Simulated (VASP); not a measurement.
Consider the following.

```
CELL_PARAMETERS angstrom
      3.01142     0.00000     0.00000
      0.00000     3.01774     0.00000
      0.00000     0.00000     3.02445
ATOMIC_POSITIONS crystal
  Ti 0.00000 0.00000 0.00000
  Co 0.53090 0.50000 0.50000
```

Level of theory: PBE GGA + U (Dudarev), VASP's PBE PAW potentials (set 64) (plane waves; VASP 6.6.1). Settings: 400 eV cut-off, 11×11×11 Γ-centred mesh, first-order Methfessel-Paxton smearing of 0.10 eV, potentials Ti_sv Co, U − J: Ti 1.00 eV, Co 1.00 eV.

**Question.** Give the force on each atom (eV/Å).

**Answer.** 
```
atom      Fx     Fy     Fz
----  ------  -----  -----
Ti1    0.340  0.000  0.000
Co2   -0.340  0.000  0.000
```

**Question.** Give the stress tensor in GPa (positive for a compressed cell).

**Answer.** 
```
-7.59   0.00   0.00
 0.00  -7.20   0.00
 0.00   0.00  -7.24
```
The pressure is its mean diagonal, -7.34 GPa.

The compound is TiCo in the CsCl type structure. The cell was not relaxed at this level, atoms are displaced from their ideal sites. The run is one of a series of settings (LDAU = .TRUE., LDAUJ = 0 0, LDAUL = 2 2, LDAUTYPE = 2, LDAUU = 1.0 1.0 against the base run), some of them coarse on purpose. The run is not spin-polarised, so no magnetic state was tried. The electron count is odd and the run is not spin-polarised, which forces a metal.
